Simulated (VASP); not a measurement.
Calculation: PBEsol GGA, VASP's PBE PAW potentials (set 64) (plane waves; VASP 6.6.1).

VASP ran on this input.

### INCAR
```
SYSTEM = MgS
PREC = Accurate; ENCUT = 500; LREAL = .False.
LASPH = .True.
EDIFF = 1E-6; NELM = 100; ALGO = Normal
ISMEAR = 0; SIGMA = 0.05
GGA = PS
IBRION = 2; NSW = 40; ISIF = 3
EDIFFG = -0.02; PSTRESS = 50
LWAVE = .False.; LCHARG = .False.
```

**KPOINTS**
```
Automatic mesh
0
Gamma
9 9 9
0 0 0
```

### POSCAR
```
MgS
1
   -0.0000000000     2.5406252561     2.5406252561
    2.5406252561     0.0000000000     2.5406252561
    2.5406252561     2.5406252561     0.0000000000
Mg S
1 1
Direct
  0.0000000000   0.0000000000   0.0000000000
  0.5000000000   0.5000000000   0.5000000000
```

POTCAR, in this order: Mg S (PBE.64 set). Program: vasp_std.

Question: What will the output report for the number of irreducible k-points (NKPTS), largest plane-wave count, number of space-group operations, FFT grid (NGX, NGY, NGZ)?

Answer: 
The number of irreducible k-points (NKPTS) is 35 and the largest plane-wave count is 869. The number of space-group operations is 48 and the FFT grid (NGX, NGY, NGZ) is 28 × 28 × 28.

The compound is MgS in the rock salt structure. It was relaxed first under an external pressure of 5 GPa.
